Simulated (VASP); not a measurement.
Input for VASP

File KPOINTS:
```
Automatic mesh
0
Gamma
10 10 10
0 0 0
```

File POSCAR:
```
Ba
1.0
 -2.4583768080   2.4583768080   2.4583768080
  2.4583768080  -2.4583768080   2.4583768080
  2.4583768080   2.4583768080  -2.4583768080
Ba
1
Cartesian
  0.0000000000   0.0000000000   0.0000000000
```

**INCAR**
```
SYSTEM  =  Ba
PREC  =  Accurate; ENCUT  =  520; LREAL  =  F
LASPH  =  T
EDIFF  =  1E-6; NELM  =  100; ALGO  =  Normal
LMAXMIX  =  4
ISMEAR  =  1; SIGMA  =  0.1
GGA  =  BO; LUSE_VDW  =  T; AGGAC  =  0.0
PARAM1  =  0.1833333333; PARAM2  =  0.22
IBRION  =  2; NSW  =  60; ISIF  =  3
EDIFFG  =  -0.01
LWAVE  =  F; LCHARG  =  F
```

POTCAR, in this order: Ba_sv (PBE.64 set). Program: vasp_std.

Write an equivalent input for Quantum ESPRESSO's pw.x.

One equivalent input (not run):
```
&CONTROL
  calculation = 'vc-relax'
  pseudo_dir = './pseudo'
  outdir = './out'
  tprnfor = .true.
  tstress = .true.
  nstep = 60
  forc_conv_thr = 0.00039
/
&SYSTEM
  ibrav = 0
  nat = 1
  ntyp = 1
  ecutwfc = 56.6
  occupations = 'smearing'
  smearing = 'methfessel-paxton'
  degauss = 0.00735
  input_dft = 'vdw-df-obk8'
/
&ELECTRONS
  conv_thr = 7.3e-08
  electron_maxstep = 100
/
&IONS
/
&CELL
/
ATOMIC_SPECIES
  Ba 137.327 Ba.upf
CELL_PARAMETERS angstrom
    -2.4583768    2.4583768    2.4583768
     2.4583768   -2.4583768    2.4583768
     2.4583768    2.4583768   -2.4583768
ATOMIC_POSITIONS crystal
  Ba   0.0000000  0.0000000  0.0000000
K_POINTS automatic
  10 10 10 0 0 0
```
Limits of the translation: the potentials are each code's own (VASP's PAW set, PseudoDojo norm-conserving files in pw.x), so ENCUT and ecutwfc are chosen apart and not converted; conv_thr bounds pw.x's estimated SCF error, while EDIFF bounds the energy change between steps; forc_conv_thr acts on force components and is met together with etot_conv_thr.

The compound is Ba in the bcc structure. It was relaxed first, which changed the volume by -6 %. The start is the result of an earlier pass.
